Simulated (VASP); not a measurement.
# YPb3 (Pm-3m) in VASP: single point with LDA

Aim: the single point of YPb3 with LDA.

Program: VASP 6.6.1. These are calculated values, not measurements. Logs are shortened: lines on timing, memory, paths and dates and some standing lists are left out, and cuts for length are marked.

## 1. The crystal as given

Symmetry: Pm-3m, No. 221, cubic system. The conventional cell has a = 4.862 Å, b = 4.862 Å, c = 4.862 Å, α = 90.00°, β = 90.00°, γ = 90.00°. Y (site symmetry m-3m) has 12 Pb at 3.44 Å as nearest neighbours. Pb (site symmetry 4/mmm) has 4 Y at 3.44 Å and 8 Pb at 3.44 Å as nearest neighbours.

The cell comes from a database or a generator and needn't be the stable form of this composition.

## 2. Single point, LDA

Input file INCAR:

```
PREC = Accurate
ENCUT = 520
EDIFF = 1E-6
ISMEAR = -1
SIGMA = 0.08
LREAL = False
LASPH = True
NELM = 100
ALGO = Fast
ISIF = 2
LWAVE = False
LCHARG = True
GGA = CA
LELF = True
LVHAR = True
NBANDS = 34
```

Input file KPOINTS:

```
regular mesh
0
Gamma
  8 8 8
```

Input file POSCAR:

```
YPb3
1.0
    4.8624544500      0.0000000000      0.0000000000
    0.0000000000      4.8624544500      0.0000000000
    0.0000000000      0.0000000000      4.8624544500
Y Pb
1 3
Direct
    0.0000000000      0.0000000000      0.0000000000
    0.5000000000      0.5000000000      0.0000000000
    0.5000000000      0.0000000000      0.5000000000
    0.0000000000      0.5000000000      0.5000000000
```

Potentials or basis: VASP PAW LDA potentials, release 64 (Y_sv, Pb_d).

The run is started by

```console
$ cat potpaw_LDA.64/Y_sv/POTCAR potpaw_LDA.64/Pb_d/POTCAR > POTCAR
$ mpirun -np 1 vasp_std > vasp.out
```

OUTCAR:

```text
PREC = Accurate
   ENCUT = 520
   EDIFF = 1E-6
   ISMEAR = -1
   LREAL = False
   LASPH = True
   NELM = 100
   ISIF = 2
   GGA = CA

 ion  position               nearest neighbor table
   1  0.000  0.000  0.000-   2 3.44   3 3.44   4 3.44   3 3.44   4 3.44   2 3.44   4 3.44   4 3.44
                             2 3.44   3 3.44   3 3.44   2 3.44
   2  0.500  0.500  0.000-   1 3.44   3 3.44   4 3.44   3 3.44   4 3.44   1 3.44   3 3.44   3 3.44
                             1 3.44   4 3.44   4 3.44   1 3.44
   3  0.500  0.000  0.500-   1 3.44   2 3.44   4 3.44   1 3.44   2 3.44   2 3.44   4 3.44   2 3.44
                             1 3.44   4 3.44   1 3.44   4 3.44
   4  0.000  0.500  0.500-   1 3.44   2 3.44   3 3.44   1 3.44   2 3.44   1 3.44   3 3.44   1 3.44
                             2 3.44   3 3.44   2 3.44   3 3.44

  LATTYP: Found a simple cubic cell.
 ALAT       =     4.8624544500

  Lattice vectors:

 A1 = (   4.8624544500,   0.0000000000,   0.0000000000)
 A2 = (   0.0000000000,   4.8624544500,   0.0000000000)
 A3 = (   0.0000000000,   0.0000000000,   4.8624544500)

Analysis of symmetry for initial positions (statically):
=====================================================================
 Subroutine PRICEL returns:
 Original cell was already a primitive cell.

 Routine SETGRP: Setting up the symmetry group for a
 simple cubic supercell.

 Subroutine GETGRP returns: Found 48 space group operations
 (whereof 48 operations were pure point group operations)
 out of a pool of 48 trial point group operations.

The static configuration has the point symmetry O_h .

Analysis of symmetry for dynamics (positions and initial velocities):
=====================================================================
 Subroutine PRICEL returns:
 Original cell was already a primitive cell.

 Routine SETGRP: Setting up the symmetry group for a
 simple cubic supercell.

 Subroutine GETGRP returns: Found 48 space group operations
 (whereof 48 operations were pure point group operations)
 out of a pool of 48 trial point group operations.

The dynamic configuration has the point symmetry O_h .

 Subroutine INISYM returns: Found 48 space group operations
 (whereof 48 operations are pure point group operations),
 and found     1 'primitive' translations

----------------------------------------------------------------------------------------

                                     Primitive cell

  volume of cell :     114.9653

  direct lattice vectors                    reciprocal lattice vectors
     4.862454450  0.000000000  0.000000000     0.205657454  0.000000000  0.000000000
     0.000000000  4.862454450  0.000000000     0.000000000  0.205657454  0.000000000
     0.000000000  0.000000000  4.862454450     0.000000000  0.000000000  0.205657454

  length of vectors
     4.862454450  4.862454450  4.862454450     0.205657454  0.205657454  0.205657454

  position of ions in fractional coordinates (direct lattice)
     0.000000000  0.000000000  0.000000000
     0.500000000  0.500000000  0.000000000
     0.500000000  0.000000000  0.500000000
     0.000000000  0.500000000  0.500000000

  ion indices of the primitive-cell ions
   primitive index   ion index
                 1           1
                 2           2
                 3           3
                 4           4

----------------------------------------------------------------------------------------

 KPOINTS: regular mesh

Automatic generation of k-mesh.
 Grid dimensions read from file:
 generate k-points for:    8    8    8

 Generating k-lattice:

  Cartesian coordinates                     Fractional coordinates (reciprocal lattice)
     0.025707182  0.000000000  0.000000000     0.125000000  0.000000000  0.000000000
     0.000000000  0.025707182  0.000000000     0.000000000  0.125000000  0.000000000
     0.000000000  0.000000000  0.025707182     0.000000000  0.000000000  0.125000000

  Length of vectors
     0.025707182  0.025707182  0.025707182

  Shift w.r.t. Gamma in fractional coordinates (k-lattice)
     0.000000000  0.000000000  0.000000000

 Subroutine IBZKPT returns following result:
 ===========================================

 Found     35 irreducible k-points:

 Following reciprocal coordinates:
            Coordinates               Weight
  0.000000  0.000000  0.000000      1.000000
  0.125000  0.000000  0.000000      6.000000
  0.250000  0.000000  0.000000      6.000000
  0.375000  0.000000  0.000000      6.000000
  0.500000  0.000000  0.000000      3.000000
  0.125000  0.125000  0.000000     12.000000
[... 16 lines left out ...]
  0.375000  0.375000  0.125000     24.000000
  0.500000  0.375000  0.125000     24.000000
 [... further k-points ...]
   k-points           NKPTS =     35   k-points in BZ     NKDIM =     35   number of bands    NBANDS=     34
   number of dos      NEDOS =    301   number of ions     NIONS =      4
   total plane-waves  NPLWV =  46656
   dimension x,y,z NGX =    36 NGY =   36 NGZ =   36
   dimension x,y,z NGXF=    72 NGYF=   72 NGZF=   72
   ions per type =               1   3
   NGX,Y,Z   is equivalent  to a cutoff of  12.31, 12.31, 12.31 a.u.
   NGXF,Y,Z  is equivalent  to a cutoff of  24.62, 24.62, 24.62 a.u.
 SYSTEM =  unknown system
   PREC   = accura    normal or accurate (medium, high low for compatibility)
   ISTART =      0    job   : 0-new  1-cont  2-samecut
   ICHARG =      2    charge: 1-file 2-atom 10-const
   ISPIN  =      1    spin polarized calculation?
   LNONCOLLINEAR =      F non collinear calculations
   LSORBIT =      F    spin-orbit coupling
   LASPH  =      T    aspherical Exc in radial PAW
   ENCUT  =  520.0 eV  38.22 Ry    6.18 a.u.   9.04  9.04  9.04*2*pi/ulx,y,z
   NELM   =    100;   NELMIN=  2; NELMDL= -5     # of ELM steps
   EDIFF  = 0.1E-05   stopping-criterion for ELM
   LREAL  =      F    real-space projection
   EDIFFG = 0.1E-04   stopping-criterion for IOM
   NSW    =      0    number of steps for IOM
   IBRION =     -1    ionic relax: 0-MD 1-quasi-New 2-CG
   NFREE  =      0    steps in history (QN), initial steepest desc. (CG)
   ISIF   =      2    stress and relaxation
   ISYM   =      2    0-nonsym 1-usesym 2-fastsym
   POTIM  = 0.5000    time-step for ionic-motion
   TEBEG  =    0.0;   TEEND  =   0.0 temperature during run
   PSTRESS=    0.0 pullay stress
   NELECT =      53.0000    total number of electrons
   NUPDOWN=      -1.0000    fix difference up-down
   EMIN   =  10.00;   EMAX   =-10.00  energy-range for DOS
   EFERMI =   0.00;   METHOD = LEGACY
   ISMEAR =    -1;   SIGMA  =   0.08  broadening in eV -4-tet -1-fermi 0-gaus
   EFERMI_NEDOS =   21; number of points for ismear=-14 and -15
   IALGO  =     68    algorithm
   IMIX   =      4    mixing-type and parameters
     AMIX     =   0.40;   BMIX     =  1.00
     AMIX_MAG =   1.60;   BMIX_MAG =  1.00
  volume/ion in A,a.u.               =      28.74       193.96
  Fermi-wavevector in a.u.,A,eV,Ry     =   1.264672  2.389884 21.761094  1.599395
  Thomas-Fermi vector in A             =   2.397965
   LORBIT       =      0    0 simple, 1 ext, 2 COOP (PROOUT), +10 PAW based schemes
   GGA     = CA    functional components
   LHFCALC =     F    Hartree Fock is set to
   AEXX    =    0.0000 exact exchange contribution
   IVDW    =     0    specifies the selected vdW correction
   LEPSILON=     F    determine dielectric tensor
   LRPA    =     F    only Hartree local field effects (RPA)
 non-spin polarized calculation
 RMM-DIIS sequential band-by-band and
  energy-cutoff  :      520.00
  volume of cell :      114.97
 maximum number of plane-waves:      3136
   NGX = 19   NGY = 19   NGZ = 19

 number of electron      53.0000023 magnetization

 Free energy of the ion-electron system (eV)
  ---------------------------------------------------
  ext. energy  EPLUGINS =         0.00000000
  ---------------------------------------------------
  free energy    TOTEN  =       -21.12940194 eV

  energy without entropy =      -21.08337337  energy(sigma->0) =      -21.10638765

 E-fermi :   6.8094     XC(G=0): -10.5764

 val. band max:        6.8090814980   @ k =   0.2500   0.1250   0.0000
 cond. band min:       6.8529265221   @ k =   0.3750   0.1250   0.1250
 fundamental gap:      0.0438450241
 Fermi energy:         6.8094016986

 k-point     1 :       0.0000    0.0000    0.0000
  band No.  band energies     occupation
      1     -36.5430      2.00000
      2     -16.6396      2.00000
      3     -16.6396      2.00000
      4     -16.6396      2.00000
      5     -10.2910      2.00000
      6     -10.2910      2.00000
[... 26 lines left out ...]
     33       8.7454      0.00000
     34       8.7454      0.00000

 k-point     2 :       0.1250    0.0000    0.0000
  band No.  band energies     occupation
      1     -36.5430      2.00000
      2     -16.6428      2.00000
      3     -16.6400      2.00000
      4     -16.6400      2.00000
      5     -10.2880      2.00000
      6     -10.2742      2.00000
[... 26 lines left out ...]
     33       9.4081      0.00000
     34       9.8990      0.00000

 k-point     3 :       0.2500    0.0000    0.0000
  band No.  band energies     occupation
      1     -36.5429      2.00000
      2     -16.6505      2.00000
      3     -16.6408      2.00000
      4     -16.6408      2.00000
      5     -10.2807      2.00000
      6     -10.2352      2.00000
[... 26 lines left out ...]
     33       9.8535      0.00000
     34       9.8870      0.00000
[... 704 lines left out ...]
 k-point    23 :       0.3750    0.3750    0.1250
  band No.  band energies     occupation
      1     -36.5424      2.00000
      2     -16.6552      2.00000
      3     -16.6534      2.00000
      4     -16.6447      2.00000
      5     -10.1932      2.00000
      6     -10.1652      2.00000
[... 26 lines left out ...]
     33      10.5512      0.00000
     34      11.2421      0.00000

 k-point    24 :       0.5000    0.3750    0.1250
  band No.  band energies     occupation
      1     -36.5424      2.00000
      2     -16.6563      2.00000
      3     -16.6537      2.00000
      4     -16.6449      2.00000
      5     -10.1735      2.00000
      6     -10.1576      2.00000
[... 26 lines left out ...]
     33      10.3192      0.00000
     34      11.6412      0.00000

 [... further k-points ...]
[... 5 lines left out ...]
  --------------------------------------------------------------------------------------
  -------------------------------------------------------------------------------------
  Total       -2.5226000     -2.5226000     -2.5226000      0.0000000     -0.0000000      0.0000000
  in kB      -35.1554240    -35.1554240    -35.1554240      0.0000000     -0.0000000      0.0000000
  external PRESSURE =     -35.1554240 kB  Pullay stress =       0.0000000 kB

 VOLUME and BASIS-vectors are now :
 -----------------------------------------------------------------------------
  energy-cutoff  :      520.00
  volume of cell :      114.97
      direct lattice vectors                 reciprocal lattice vectors
     4.862454450  0.000000000  0.000000000     0.205657454  0.000000000  0.000000000
     0.000000000  4.862454450  0.000000000     0.000000000  0.205657454  0.000000000
     0.000000000  0.000000000  4.862454450     0.000000000  0.000000000  0.205657454

 POSITION                                       TOTAL-FORCE (eV/Angst)
 -----------------------------------------------------------------------------------
      0.00000      0.00000      0.00000         0.000000      0.000000      0.000000
      2.43123      2.43123      0.00000         0.000000      0.000000      0.000000
      2.43123      0.00000      2.43123         0.000000      0.000000      0.000000
      0.00000      2.43123      2.43123         0.000000      0.000000      0.000000
 -----------------------------------------------------------------------------------
    total drift:                                0.000000      0.000000      0.000000

  FREE ENERGIE OF THE ION-ELECTRON SYSTEM (eV)
  ---------------------------------------------------
  free  energy   TOTEN  =       -21.1294019398 eV

  energy  without entropy=      -21.0833733670  energy(sigma->0) =      -21.10638765
```

Wall time 2.8 min (1 thread of Intel Xeon Platinum 8488C (Sapphire Rapids), shared host); peak memory 0.26 GiB.

Results:

- Free energy: -21.1294 eV
- Pressure: -3.5 GPa
- Band gap on the k mesh: none (metal or under the smearing width)

Spin-orbit coupling is left out, which matters for the levels of Pb.
